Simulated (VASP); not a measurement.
An input for Ansatz (written as the equivalent of a VASP run, and not itself run):

Ansatz 0.2 input:
```yaml
crystal:
  lattice:
    - [0.0000000, 2.9172000, 2.9172000]
    - [2.9172000, 0.0000000, 2.9172000]
    - [2.9172000, 2.9172000, 0.0000000]
  atoms:
    - { symbol: Li, position: [0.2500000, 0.2500000, 0.2500000] }
    - { symbol: Li, position: [0.7500000, 0.7500000, 0.7500000] }
    - { symbol: S, position: [0.0000000, 0.0000000, 0.0000000] }
kpoints:
  mp_grid: { grid: [5, 5, 5] }
hamiltonian:
  xc: pbe
  pseudopotentials: { kind: paw }
scf:
  occupations: { method: gaussian, width: 0.05 }
  max_iter: 100
output: { forces: true, stress: true, eigenvalues: true }
```

Problem. Translate this input to VASP (INCAR, KPOINTS, POSCAR, choice of POTCAR).

Solution. One answer among several that fit: 
POSCAR:
```
Li2S
1
    0.0000000000     2.9172000000     2.9172000000
    2.9172000000     0.0000000000     2.9172000000
    2.9172000000     2.9172000000     0.0000000000
Li S
2 1
Direct
  0.2500000000   0.2500000000   0.2500000000
  0.7500000000   0.7500000000   0.7500000000
  0.0000000000   0.0000000000   0.0000000000
```

INCAR:
```
SYSTEM  =  Li2S
PREC  =  Accurate; ENCUT  =  520; LREAL  =  .FALSE.
LASPH  =  .TRUE.
EDIFF  =  1E-6; NELM  =  100; ALGO  =  Normal
ISMEAR  =  0; SIGMA  =  0.05
GGA  =  PE
ISIF  =  2
LWAVE  =  .FALSE.; LCHARG  =  .FALSE.
```

File KPOINTS:
```
Automatic mesh
0
gamma
5 5 5
0 0 0
```

POTCAR, in this order: Li_sv S (PBE.64 set). Program: vasp_std.

The two are equivalent in intent, not identical: each code has its own PAW files, so the cut-off isn't converted (ENCUT is set for VASP's; basis.ecutwfc is left out, and Ansatz then takes the one that its files recommend); Ansatz stops its SCF on the density residual and VASP on the energy change (EDIFF).

The compound is Li2S in the antifluorite structure. The cell was not relaxed at this level.
